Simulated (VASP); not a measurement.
**SnAs: single point with LDA**

Crystal: SnAs.

```xyz
2
Lattice="0.0000 2.8344 2.8344 2.8344 0.0000 2.8344 2.8344 2.8344 0.0000" Properties=species:S:1:pos:R:3 pbc="T T T"
Sn    0.0000    0.0000    0.0000
As    2.8344    2.8344    2.8344
```

- Program: VASP 6.6.1
- Task: single point
- Functional: LDA
- Potentials or basis: VASP PAW LDA potentials, release 64 (Sn_d, As)
- Cutoff: 520 eV
- k mesh: 12 × 12 × 12
- Occupations: gaussian, width 0.1 eV
- Spin: no spin polarisation

```
Pressure               : 0.2 GPa
Band gap on the k mesh : none (metal or under the smearing width)
```

Levels at points of the mesh, in eV from the Fermi level:
| k point | band 6 | band 7 | band 8 | band 9 | band 10 | band 11 | band 12 | band 13 | band 14 | band 15 |
| --- | --- | --- | --- | --- | --- | --- | --- | --- | --- | --- |
| (0.00, 0.00, 0.00) | -13.46 | -2.62 | -1.17 | -1.17 | -1.17 | 5.49 | 5.49 | 5.49 | 6.04 | 6.04 |
| (0.50, 0.00, 0.00) | -11.28 | -8.72 | -0.66 | -0.66 | 0.82 | 1.29 | 1.29 | 2.44 | 9.92 | 11.04 |
| (0.50, 0.50, 0.00) | -10.69 | -6.04 | -5.65 | -3.45 | -3.45 | 2.66 | 7.62 | 7.62 | 9.18 | 11.85 |

It took 23 s on 1 thread of Intel(R) Xeon(R) 6975P-C (Granite Rapids) (shared host), peak memory 0.18 GiB.
